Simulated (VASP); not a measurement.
# AsRu under strain, part 2 of 4

How does the pressure of AsRu answer to a change of volume? The bands are shown for each cell. All runs use PBEsol. Left out of this account: 1 further run (fields: a reference on another mesh). The start is a computed cell from the Materials Project.

VASP 6.6.1; PBEsol; plane waves and PAW (As, Ru_pv).

Still holding for the runs below: Spin-orbit coupling is off here; it would split degenerate levels.

So far, pressure (GPa): step 2 (bands, cell as listed) -4.13.

## 3. Bands, volume times 1.04

The cell is expanded evenly, with fractional positions held.

Contents of INCAR:

```
SYSTEM = AsRu
PREC = Accurate
ENCUT = 400
EDIFF = 1E-06
NELM = 100
ISMEAR = -1
SIGMA = 0.05
LREAL = .FALSE.
ALGO = Normal
GGA = PS
NBANDS = 59
LASPH = .TRUE.
LORBIT = 11
LWAVE = .FALSE.
LCHARG = .FALSE.
KPAR = 8
```

Contents of POSCAR:

```
AsRu
1.0
    5.8069265677      0.0000000000      0.0000000000
    0.0000000000      3.3867671480      0.0000000000
    0.0000000000      0.0000000000      6.4524990956
As Ru
4 4
Direct
    0.6962201500      0.2500000000      0.0699048100
    0.3037798500      0.7500000000      0.9300951900
    0.1962201500      0.2500000000      0.4300951900
    0.8037798500      0.7500000000      0.5699048100
    0.4945708900      0.2500000000      0.7044635600
    0.5054291100      0.7500000000      0.2955364400
    0.9945708900      0.2500000000      0.7955364400
    0.0054291100      0.7500000000      0.2044635600
```

Contents of KPOINTS:

```
Automatic mesh
0
Gamma
5 9 5
0 0 0
```

Contents of KPOINTS_OPT:

```
Line mode
12
Line-mode
Reciprocal
  0.00000000   0.00000000   0.00000000 GAMMA
  0.00000000  -0.50000000   0.00000000 X

  0.00000000  -0.50000000   0.00000000 X
 -0.50000000  -0.50000000   0.00000000 S

 -0.50000000  -0.50000000   0.00000000 S
 -0.50000000   0.00000000   0.00000000 Y

 -0.50000000   0.00000000   0.00000000 Y
  0.00000000   0.00000000   0.00000000 GAMMA

  0.00000000   0.00000000   0.00000000 GAMMA
  0.00000000   0.00000000  -0.50000000 Z

  0.00000000   0.00000000  -0.50000000 Z
  0.00000000  -0.50000000  -0.50000000 U

  0.00000000  -0.50000000  -0.50000000 U
 -0.50000000  -0.50000000  -0.50000000 R

 -0.50000000  -0.50000000  -0.50000000 R
 -0.50000000   0.00000000  -0.50000000 T

 -0.50000000   0.00000000  -0.50000000 T
  0.00000000   0.00000000  -0.50000000 Z

 -0.50000000   0.00000000   0.00000000 Y
 -0.50000000   0.00000000  -0.50000000 T

  0.00000000  -0.50000000  -0.50000000 U
  0.00000000  -0.50000000   0.00000000 X

 -0.50000000  -0.50000000   0.00000000 S
 -0.50000000  -0.50000000  -0.50000000 R
```

PAW data sets: As and Ru_pv (PBE family, release 64).

Run with:

```sh
> mpirun -np 8 vasp_std
```

What it wrote:

```text
[banner, memory and clock lines left out]
running    8 mpi-ranks, on    1 nodes
 distrk:  each k-point on    1 cores,    8 groups
 distr:  one band on    1 cores,    1 groups

 POSCAR found type information on POSCAR AsRu
 POSCAR found :  2 types and       8 ions
 [... a notice as in an earlier step ...]

 [... a notice as in an earlier step ...]

 LDA part: xc-table for (Slater+PW92), standard interpolation
 POSCAR, INCAR and KPOINTS ok, starting setup
 FFT: planning ... GRIDC
 FFT: planning ... GRID_SOFT
 FFT: planning ... GRID
 WAVECAR not read
 entering main loop
       N       E                     dE             d eps       ncg     rms          rms(c)
DAV:   1     0.654688235933E+03    0.65469E+03   -0.35992E+04  5798   0.105E+03
DAV:   2    -0.352436821402E+02   -0.68993E+03   -0.65632E+03  5808   0.345E+02
DAV:   3    -0.645116768388E+02   -0.29268E+02   -0.28608E+02  6086   0.707E+01
DAV:   4    -0.648959398938E+02   -0.38426E+00   -0.38359E+00  6025   0.738E+00
DAV:   5    -0.649060390966E+02   -0.10099E-01   -0.10098E-01  7345   0.111E+00    0.244E+01
DAV:   6    -0.635453740942E+02    0.13607E+01   -0.66405E+00  5795   0.153E+01    0.763E+00
DAV:   7    -0.631870045038E+02    0.35837E+00   -0.12530E+00  5637   0.709E+00    0.671E+00
DAV:   8    -0.630668738774E+02    0.12013E+00   -0.33759E-01  5860   0.308E+00    0.719E-01
DAV:   9    -0.630660016538E+02    0.87222E-03   -0.71580E-03  6473   0.343E-01    0.436E-01
DAV:  10    -0.630655784076E+02    0.42325E-03   -0.21472E-03  5793   0.248E-01    0.976E-02
DAV:  11    -0.630655092795E+02    0.69128E-04   -0.23398E-04  6103   0.775E-02    0.297E-02
DAV:  12    -0.630655105598E+02   -0.12803E-05   -0.25083E-05  6393   0.197E-02    0.694E-03
DAV:  13    -0.630655093542E+02    0.12056E-05   -0.36463E-06  5690   0.922E-03    0.350E-03
DAV:  14    -0.630655091242E+02    0.23000E-06   -0.15504E-07  3116   0.192E-03
   1 F= -.63065509E+02 E0= -.63039732E+02  d E =-.515545E-01
 Start KPOINTS_OPT (optional k-point list driver)
k-point batch [1-45\144]
       N       E                     dE             ncg
DAV:   1     0.739203329187E+04   -0.57986E+05     5838
DAV:   2    -0.234215893540E+05   -0.30814E+05     5801
DAV:   3    -0.246773588517E+05   -0.12558E+04     6179
DAV:   4    -0.246945390299E+05   -0.17180E+02     6072
DAV:   5    -0.246950631236E+05   -0.52409E+00     7584
DAV:   6    -0.246950813395E+05   -0.18216E-01     6579
DAV:   7    -0.246950814696E+05   -0.13004E-03     7048
DAV:   8    -0.246950814707E+05   -0.11701E-05     4107
DAV:   9    -0.246950814710E+05   -0.28155E-06     3750
[...]
k-point batch [136-144\144]
       N       E                     dE             ncg
DAV:   1     0.562645946282E+05   -0.20124E+05     1198
DAV:   2     0.502381094027E+05   -0.60265E+04     1170
DAV:   3     0.499930072065E+05   -0.24510E+03     1222
DAV:   4     0.499898821099E+05   -0.31251E+01     1248
DAV:   5     0.499898071583E+05   -0.74952E-01     1453
DAV:   6     0.499898056472E+05   -0.15111E-02     1332
DAV:   7     0.499898056357E+05   -0.11504E-04     1356
DAV:   8     0.499898056356E+05   -0.10042E-06      804
```

The job ended after 2.3 min (8 MPI ranks of AMD EPYC 7R13 (Zen 3), shared host; peak memory 3.3 GiB; 18 min of CPU time).

Parts of OUTCAR (step 3):

```text
  LATTYP: Found a simple orthorhombic cell.
 ALAT       =     3.3867671480
 B/A-ratio  =     1.7145928001
 C/A-ratio  =     1.9052089540

 Found     45 irreducible k-points:

   ENCUT  =  400.0 eV  29.40 Ry    5.42 a.u.   9.47  5.52 10.52*2*pi/ulx,y,z

   NELECT =      76.0000    total number of electrons

 E-fermi :   9.1425

 k-point     1 :       0.0000    0.0000    0.0000
  band No.  band energies     occupation
    ...
     35       8.3154      2.00000
     36       8.3692      2.00000
     37       8.5090      1.99999
     38       8.7761      1.99869
     39       8.8627      1.99259
     40       9.8793      0.00000
     41      10.2307      0.00000
     42      11.2469      0.00000
     43      11.4809      0.00000
     44      11.6304      0.00000
    ...

 k-point     2 :       0.2000    0.0000    0.0000
  band No.  band energies     occupation
    ...
     34       7.8791      2.00000
     35       8.2044      2.00000
     36       8.4047      2.00000
     37       8.6858      1.99978
     38       8.8964      1.98552
     39       9.4653      0.00314
     40       9.7684      0.00001
     41      10.0391      0.00000
     42      11.3735      0.00000
     43      11.5009      0.00000
    ...

  Total       -9.7187587     -8.2599804     -8.7214339      0.0000000      0.0000000      0.0000000
  in kB     -122.7048581   -104.2869523   -110.1130643      0.0000000      0.0000000      0.0000000
  external PRESSURE =    -112.3682916 kB  Pullay stress =       0.0000000 kB

  energy-cutoff  :      400.00
  volume of cell :      126.90
      direct lattice vectors                 reciprocal lattice vectors
     5.806926568  0.000000000  0.000000000     0.172208136  0.000000000  0.000000000
     0.000000000  3.386767148  0.000000000     0.000000000  0.295266830  0.000000000
     0.000000000  0.000000000  6.452499096     0.000000000  0.000000000  0.154978712

 POSITION                                       TOTAL-FORCE (eV/Angst)
 -----------------------------------------------------------------------------------
      4.04290      0.84669      0.45106         0.125355     -0.000000      0.033407
      1.76403      2.54008      6.00144        -0.125355     -0.000000     -0.033407
      1.13944      0.84669      2.77519         0.125355     -0.000000     -0.033407
      4.66749      2.54008      3.67731        -0.125355     -0.000000      0.033407
      2.87194      0.84669      4.54555        -0.001409      0.000000     -0.015056
      2.93499      2.54008      1.90695         0.001409      0.000000      0.015056
      5.77540      0.84669      5.13320        -0.001409      0.000000      0.015056
      0.03153      2.54008      1.31930         0.001409      0.000000     -0.015056
 -----------------------------------------------------------------------------------
    total drift:                               -0.000000     -0.000000     -0.000000

  FREE ENERGIE OF THE ION-ELECTRON SYSTEM (eV)
  ---------------------------------------------------
  free  energy   TOTEN  =       -63.0655091242 eV

  energy  without entropy=      -63.0139546663  energy(sigma->0) =      -63.03973190

 total charge
# of ion       s       p       d       tot
------------------------------------------
    1        1.201   1.450   0.109   2.760
    2        1.201   1.450   0.109   2.760
    3        1.201   1.450   0.109   2.760
    4        1.201   1.450   0.109   2.760
    5        0.282   6.229   6.154  12.666
    6        0.282   6.229   6.154  12.666
    7        0.282   6.229   6.154  12.666
    8        0.282   6.229   6.154  12.666
--------------------------------------------------
tot          5.935  30.718  25.051  61.704

[... 5 parts as in an earlier step ...]

[... 6 further parts left out ...]
```

Numbers from this step:

- free energy (TOTEN): -63.0655 eV
- energy at zero smearing: -63.0397 eV
- Fermi energy: 9.143 eV
- pressure: -11.24 GPa

The electronic bands at the labelled points (eV, zero at the Fermi level; # counts the bands kept, so #1 is VASP's band 17):

```tsv
point	#19	#20	#21	#22	#23	#24	#25	#26
Γ	-0.83	-0.77	-0.63	-0.37	-0.28	0.74	1.09	2.10
0.45 of the way	-0.86	-0.85	-0.42	-0.24	-0.11	0.99	1.52	1.78
X	-0.75	-0.75	-0.10	-0.10	0.17	0.17	1.32	1.32
0.55 of the way	-0.41	-0.41	-0.07	-0.07	0.06	0.06	1.28	1.28
S	-0.40	-0.40	0.01	0.01	0.01	0.01	1.39	1.39
0.45 of the way	-0.77	-0.77	-0.09	-0.09	0.48	0.48	1.26	1.26
Y	-0.72	-0.72	-0.59	-0.59	0.36	0.36	2.24	2.24
0.45 of the way	-1.01	-0.71	-0.49	-0.29	0.55	0.72	0.77	2.20
Γ	-0.83	-0.77	-0.63	-0.37	-0.28	0.74	1.09	2.10
0.55 of the way	-1.30	-0.71	-0.67	-0.45	0.69	0.76	1.39	1.81
Z	-1.08	-1.08	-0.56	-0.56	1.31	1.31	1.67	1.67
0.55 of the way	-0.87	-0.87	-0.45	-0.45	0.70	0.70	1.42	1.42
U	-0.83	-0.83	-0.03	-0.03	0.01	0.01	1.22	1.22
0.55 of the way	-0.72	-0.72	-0.02	-0.02	0.02	0.02	1.52	1.52
R	-0.79	-0.79	-0.01	-0.01	-0.01	-0.01	2.34	2.34
0.45 of the way	-0.82	-0.82	-0.17	-0.17	0.58	0.58	1.13	1.13
T	-0.99	-0.99	-0.38	-0.38	1.25	1.25	1.26	1.26
0.45 of the way	-0.75	-0.75	-0.56	-0.56	1.00	1.00	1.75	1.75
Z	-1.08	-1.08	-0.56	-0.56	1.31	1.31	1.67	1.67
jump to Y	-0.72	-0.72	-0.59	-0.59	0.36	0.36	2.24	2.24
0.45 of the way	-0.77	-0.77	-0.59	-0.59	0.60	0.60	1.96	1.96
T	-0.99	-0.99	-0.38	-0.38	1.25	1.25	1.26	1.26
jump to U	-0.83	-0.83	-0.03	-0.03	0.01	0.01	1.22	1.22
0.45 of the way	-0.85	-0.85	-0.07	-0.07	0.08	0.08	1.11	1.11
X	-0.75	-0.75	-0.10	-0.10	0.17	0.17	1.32	1.32
jump to S	-0.40	-0.40	0.01	0.01	0.01	0.01	1.39	1.39
```

Of the projections kept (As, Ru), the largest for each band there; the rest of the weight can lie on other orbitals:

```tsv
point	#19	#20	#21	#22	#23	#24	#25	#26
Γ	Ru 0.91	Ru 0.98	As 0.53	Ru 0.96	Ru 0.93	Ru 0.91	Ru 0.60	Ru 0.79
X	Ru 0.89	Ru 0.89	Ru 0.97	Ru 0.97	Ru 0.98	Ru 0.98	Ru 0.92	Ru 0.92
S	Ru 0.92	Ru 0.92	Ru 0.96	Ru 0.96	Ru 0.96	Ru 0.96	Ru 0.79	Ru 0.79
Y	Ru 0.93	Ru 0.93	Ru 0.99	Ru 0.99	Ru 0.68	Ru 0.68	Ru 0.55	Ru 0.55
Γ	Ru 0.91	Ru 0.98	As 0.53	Ru 0.96	Ru 0.93	Ru 0.91	Ru 0.60	Ru 0.79
Z	Ru 0.90	Ru 0.90	Ru 0.99	Ru 0.99	Ru 0.84	Ru 0.84	Ru 0.63	Ru 0.63
```

Force by atom:

```tsv
atom	x (eV/Å)	y (eV/Å)	z (eV/Å)	size
As1	0.125	0.000	0.033	0.130
As2	-0.125	0.000	-0.033	0.130
As3	0.125	0.000	-0.033	0.130
As4	-0.125	0.000	0.033	0.130
Ru5	-0.001	0.000	-0.015	0.015
Ru6	0.001	0.000	0.015	0.015
Ru7	-0.001	0.000	0.015	0.015
Ru8	0.001	0.000	-0.015	0.015
```

 The pressure is -11.24 GPa.

Between step 2 and this run (cell volume +4.0 %) the value for the pressure moves from -4.13 GPa to -11.2 GPa.

## 4. Bands, volume times 1.08

The cell is expanded evenly, with fractional positions held.

INCAR is that of step 3.

POSCAR, as its differences from that of step 3:

```diff
@@ -2,5 +2,5 @@
 1.0
-    5.8069265677      0.0000000000      0.0000000000
-    0.0000000000      3.3867671480      0.0000000000
-    0.0000000000      0.0000000000      6.4524990956
+    5.8804397714      0.0000000000      0.0000000000
+    0.0000000000      3.4296421697      0.0000000000
+    0.0000000000      0.0000000000      6.5341849710
 As Ru
```

KPOINTS is that of step 3.

KPOINTS_OPT is that of step 3.

Run with:

```sh
> mpirun -np 8 vasp_std
```

What it wrote:

```text
[... set-up lines as in an earlier step ...]
 entering main loop
       N       E                     dE             d eps       ncg     rms          rms(c)
DAV:   1     0.647574252579E+03    0.64757E+03   -0.36054E+04  5838   0.104E+03
DAV:   2    -0.346662877303E+02   -0.68224E+03   -0.64912E+03  5797   0.341E+02
DAV:   3    -0.641005610808E+02   -0.29434E+02   -0.28726E+02  6114   0.697E+01
DAV:   4    -0.645069778426E+02   -0.40642E+00   -0.40563E+00  6009   0.740E+00
DAV:   5    -0.645175966254E+02   -0.10619E-01   -0.10617E-01  7421   0.111E+00    0.223E+01
DAV:   6    -0.631891869149E+02    0.13284E+01   -0.71263E+00  5771   0.156E+01    0.702E+00
DAV:   7    -0.627680945235E+02    0.42109E+00   -0.13895E+00  5625   0.738E+00    0.615E+00
DAV:   8    -0.626495647301E+02    0.11853E+00   -0.35129E-01  5846   0.302E+00    0.742E-01
DAV:   9    -0.626485888839E+02    0.97585E-03   -0.70872E-03  6370   0.339E-01    0.438E-01
DAV:  10    -0.626481283103E+02    0.46057E-03   -0.23484E-03  5766   0.253E-01    0.942E-02
DAV:  11    -0.626480660361E+02    0.62274E-04   -0.22729E-04  6094   0.764E-02    0.282E-02
DAV:  12    -0.626480669674E+02   -0.93126E-06   -0.24325E-05  6582   0.194E-02    0.690E-03
DAV:  13    -0.626480658211E+02    0.11463E-05   -0.37131E-06  5587   0.897E-03    0.350E-03
DAV:  14    -0.626480656255E+02    0.19559E-06   -0.15571E-07  3078   0.189E-03
   1 F= -.62648066E+02 E0= -.62620731E+02  d E =-.546701E-01
 Start KPOINTS_OPT (optional k-point list driver)
k-point batch [1-45\144]
       N       E                     dE             ncg
DAV:   1     0.569489347478E+04   -0.58770E+05     5934
DAV:   2    -0.248255637008E+05   -0.30520E+05     5854
DAV:   3    -0.261023691249E+05   -0.12768E+04     6156
DAV:   4    -0.261206152153E+05   -0.18246E+02     6126
DAV:   5    -0.261211380695E+05   -0.52285E+00     7542
DAV:   6    -0.261211520294E+05   -0.13960E-01     6547
DAV:   7    -0.261211521678E+05   -0.13833E-03     7228
DAV:   8    -0.261211521695E+05   -0.16828E-05     4139
DAV:   9    -0.261211521697E+05   -0.22824E-06     3756
[...]
k-point batch [136-144\144]
       N       E                     dE             ncg
DAV:   1     0.548506752514E+05   -0.20292E+05     1214
DAV:   2     0.489654287599E+05   -0.58852E+04     1173
DAV:   3     0.487255305920E+05   -0.23990E+03     1211
DAV:   4     0.487224373521E+05   -0.30932E+01     1224
DAV:   5     0.487223481333E+05   -0.89219E-01     1465
DAV:   6     0.487223461364E+05   -0.19969E-02     1332
DAV:   7     0.487223461199E+05   -0.16421E-04     1396
DAV:   8     0.487223461198E+05   -0.12897E-06      804
```

Wall time 2.6 min (8 MPI ranks); peak memory 3.4 GiB.

From OUTCAR (step 4):

```text
  LATTYP: Found a simple orthorhombic cell.
 ALAT       =     3.4296421697
 B/A-ratio  =     1.7145928002
 C/A-ratio  =     1.9052089541

 Found     45 irreducible k-points:

   dimension x,y,z NGX =    40 NGY =   24 NGZ =   48
   dimension x,y,z NGXF=    80 NGYF=   48 NGZF=   96

   ENCUT  =  400.0 eV  29.40 Ry    5.42 a.u.   9.59  5.59 10.66*2*pi/ulx,y,z

   NELECT =      76.0000    total number of electrons

 E-fermi :   8.6032

 k-point     1 :       0.0000    0.0000    0.0000
  band No.  band energies     occupation
    ...
     35       7.8311      2.00000
     36       7.8877      2.00000
     37       8.0119      1.99999
     38       8.2663      1.99763
     39       8.3431      1.98904
     40       9.3083      0.00000
     41       9.5552      0.00000
     42      10.6210      0.00000
     43      10.8524      0.00000
     44      10.9835      0.00000
    ...

 k-point     2 :       0.2000    0.0000    0.0000
  band No.  band energies     occupation
    ...
     34       7.4095      2.00000
     35       7.7289      2.00000
     36       7.9209      2.00000
     37       8.1815      1.99957
     38       8.3772      1.97843
     39       8.9275      0.00305
     40       9.1906      0.00002
     41       9.3871      0.00000
     42      10.6989      0.00000
     43      10.8628      0.00000
    ...

  Total      -14.9448198    -12.6128728    -13.9005747      0.0000000      0.0000000      0.0000000
  in kB     -181.6984510   -153.3467434   -169.0025659      0.0000000      0.0000000      0.0000000
  external PRESSURE =    -168.0159201 kB  Pullay stress =       0.0000000 kB

  energy-cutoff  :      400.00
  volume of cell :      131.78
      direct lattice vectors                 reciprocal lattice vectors
     5.880439771  0.000000000  0.000000000     0.170055309  0.000000000  0.000000000
     0.000000000  3.429642170  0.000000000     0.000000000  0.291575608  0.000000000
     0.000000000  0.000000000  6.534184971     0.000000000  0.000000000  0.153041275

 POSITION                                       TOTAL-FORCE (eV/Angst)
 -----------------------------------------------------------------------------------
      4.09408      0.85741      0.45677         0.194260      0.000000      0.081503
      1.78636      2.57223      6.07741        -0.194260      0.000000     -0.081503
      1.15386      0.85741      2.81032         0.194260      0.000000     -0.081503
      4.72658      2.57223      3.72386        -0.194260      0.000000      0.081503
      2.90829      0.85741      4.60310        -0.089125      0.000000      0.060542
      2.97215      2.57223      1.93109         0.089125      0.000000     -0.060542
      5.84851      0.85741      5.19818        -0.089125     -0.000000     -0.060542
      0.03193      2.57223      1.33600         0.089125     -0.000000      0.060542
 -----------------------------------------------------------------------------------
    total drift:                               -0.000000     -0.000000     -0.000000

  FREE ENERGIE OF THE ION-ELECTRON SYSTEM (eV)
  ---------------------------------------------------
  free  energy   TOTEN  =       -62.6480656255 eV

  energy  without entropy=      -62.5933954995  energy(sigma->0) =      -62.62073056

 total charge
# of ion       s       p       d       tot
------------------------------------------
    1        1.204   1.424   0.099   2.726
    2        1.204   1.424   0.099   2.726
    3        1.204   1.424   0.099   2.726
    4        1.204   1.424   0.099   2.726
    5        0.272   6.210   6.118  12.601
    6        0.272   6.210   6.118  12.601
    7        0.272   6.210   6.118  12.601
    8        0.272   6.210   6.118  12.601
--------------------------------------------------
tot          5.903  30.536  24.869  61.308

[... 4 parts as in an earlier step ...]

[... 6 further parts left out ...]
```

This step gave:

```
free energy (TOTEN)     : -62.6481 eV
energy at zero smearing : -62.6207 eV
Fermi energy            : 8.603 eV
pressure                : -16.80 GPa
```

Electronic bands along the path, in eV, zero at the Fermi level; # counts the bands kept, so #1 is VASP's band 17:

```tsv
point	#19	#20	#21	#22	#23	#24	#25	#26
Γ	-0.77	-0.72	-0.59	-0.34	-0.26	0.71	0.95	2.02
0.55 of the way	-0.90	-0.81	-0.38	-0.21	0.00	0.97	1.48	1.58
X	-0.69	-0.69	-0.10	-0.10	0.16	0.16	1.23	1.23
0.55 of the way	-0.38	-0.38	-0.06	-0.06	0.06	0.06	1.19	1.19
S	-0.38	-0.38	0.01	0.01	0.01	0.01	1.30	1.30
0.55 of the way	-0.68	-0.68	-0.21	-0.21	0.41	0.41	1.20	1.20
Y	-0.67	-0.67	-0.55	-0.55	0.30	0.30	2.17	2.17
0.55 of the way	-0.89	-0.67	-0.43	-0.24	0.48	0.56	0.73	2.07
Γ	-0.77	-0.72	-0.59	-0.34	-0.26	0.71	0.95	2.02
0.45 of the way	-1.20	-0.69	-0.54	-0.40	0.45	0.65	1.21	1.79
Z	-1.01	-1.01	-0.52	-0.52	1.23	1.23	1.55	1.55
0.55 of the way	-0.82	-0.82	-0.41	-0.41	0.66	0.66	1.33	1.33
U	-0.77	-0.77	-0.02	-0.02	0.01	0.01	1.17	1.17
0.45 of the way	-0.68	-0.68	-0.02	-0.02	0.02	0.02	1.37	1.37
R	-0.73	-0.73	-0.01	-0.01	-0.01	-0.01	2.25	2.25
0.45 of the way	-0.76	-0.76	-0.16	-0.16	0.53	0.53	1.04	1.04
T	-0.91	-0.91	-0.36	-0.36	1.14	1.14	1.19	1.19
0.45 of the way	-0.69	-0.69	-0.53	-0.53	0.91	0.91	1.64	1.64
Z	-1.01	-1.01	-0.52	-0.52	1.23	1.23	1.55	1.55
jump to Y	-0.67	-0.67	-0.55	-0.55	0.30	0.30	2.17	2.17
0.45 of the way	-0.71	-0.71	-0.56	-0.56	0.53	0.53	1.85	1.85
T	-0.91	-0.91	-0.36	-0.36	1.14	1.14	1.19	1.19
jump to U	-0.77	-0.77	-0.02	-0.02	0.01	0.01	1.17	1.17
0.55 of the way	-0.78	-0.78	-0.07	-0.07	0.10	0.10	1.04	1.04
X	-0.69	-0.69	-0.10	-0.10	0.16	0.16	1.23	1.23
jump to S	-0.38	-0.38	0.01	0.01	0.01	0.01	1.30	1.30
```

Of the projections kept (As, Ru), the largest for each band there; the rest of the weight can lie on other orbitals:

```tsv
point	#19	#20	#21	#22	#23	#24	#25	#26
Γ	Ru 0.91	Ru 0.98	As 0.52	Ru 0.96	Ru 0.94	Ru 0.92	Ru 0.63	Ru 0.80
X	Ru 0.90	Ru 0.90	Ru 0.97	Ru 0.97	Ru 0.98	Ru 0.98	Ru 0.93	Ru 0.93
S	Ru 0.92	Ru 0.92	Ru 0.96	Ru 0.96	Ru 0.96	Ru 0.96	Ru 0.80	Ru 0.80
Y	Ru 0.93	Ru 0.93	Ru 0.99	Ru 0.99	Ru 0.69	Ru 0.69	Ru 0.55	Ru 0.55
Γ	Ru 0.91	Ru 0.98	As 0.52	Ru 0.96	Ru 0.94	Ru 0.92	Ru 0.63	Ru 0.80
Z	Ru 0.91	Ru 0.91	Ru 0.99	Ru 0.99	Ru 0.84	Ru 0.84	Ru 0.66	Ru 0.66
```

Force by atom:

```tsv
atom	x (eV/Å)	y (eV/Å)	z (eV/Å)	size
As1	0.194	0.000	0.082	0.211
As2	-0.194	0.000	-0.082	0.211
As3	0.194	0.000	-0.082	0.211
As4	-0.194	0.000	0.082	0.211
Ru5	-0.089	0.000	0.061	0.108
Ru6	0.089	0.000	-0.061	0.108
Ru7	-0.089	0.000	-0.061	0.108
Ru8	0.089	0.000	0.061	0.108
```

 The pressure is -16.80 GPa.

Between step 2 and this run (cell volume +8.0 %) the value for the pressure moves from -4.13 GPa to -16.8 GPa.

(Part 2 of 4 ends here.)

[Lines on the potential files, build, host, timing and source positions are cut from VASP's logs without a mark.]

[Logs are printed without paths, hosts, clocks, repeated set-up lines and the standing remarks that a program may print on its own settings, such as how far it seeks lower states.]

[Hosts, paths, dates, database ids (printed as entryN), source tags and the programs' standing remarks are cut or masked in the printed files.]

[A measured line is paired with the nearest computed mode of its activity, which favours agreement.]
